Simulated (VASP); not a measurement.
Data:

```xyz
4
Lattice="3.3078 0.0000 0.0000 -1.6539 2.8646 0.0000 0.0000 0.0000 4.9829" Properties=species:S:1:pos:R:3 pbc="T T T"
Mg     0.0000     1.9098     0.0108
Mg     1.6539     0.9549     2.5022
O      0.0000     1.9098     2.0053
O      1.6539     0.9549     4.4968
```

Calculation: PBEsol GGA, VASP's PBE PAW potentials (set 64) (plane waves; VASP). Numerical set-up: 520 eV cut-off, 8×8×5 Γ-centred mesh, Gaussian smearing of 0.010 eV, potentials Mg O.

Problem. Give the electronic dielectric tensor ε∞ (DFPT, local fields included).

Solution. 
```
2.97  0.00  0.00
0.00  2.97  0.00
0.00  0.00  3.09
```

Problem. Give the Born effective charges.

Solution. 
```tsv
atom	Z*xx	Z*yy	Z*zz	mean
Mg1	1.79	1.79	1.91	1.83
Mg2	1.79	1.79	1.91	1.83
O3	-1.79	-1.79	-1.91	-1.83
O4	-1.79	-1.79	-1.91	-1.83
```

Problem. And the static tensor with the ions free?

Solution. 
```
5.46  0.00  0.00
0.00  5.46  0.00
0.00  0.00  7.38
```

Problem. Which frequencies do the optical Γ-point modes have (no LO-TO splitting)?

Solution. 195 (×2), 428, 430, 520, 526 (×2), 528 (×2) cm⁻¹.

The piezoelectric tensor e of the same run, ions relaxed (C/m²):

```json
[
 {"": "x", "xx": "0.00", "yy": "0.00", "zz": "0.00", "yz": "0.00", "xz": "-0.38", "xy": "0.00"},
 {"": "y", "xx": "0.00", "yy": "0.00", "zz": "0.00", "yz": "-0.37", "xz": "0.00", "xy": "0.00"},
 {"": "z", "xx": "-0.79", "yy": "-0.79", "zz": "2.25", "yz": "0.00", "xz": "0.00", "xy": "0.00"}
]
```

The structure comes from a computed database's MgO entry (P6_3mc); how it stands against other phases isn't given here. The cell was not relaxed at this level.
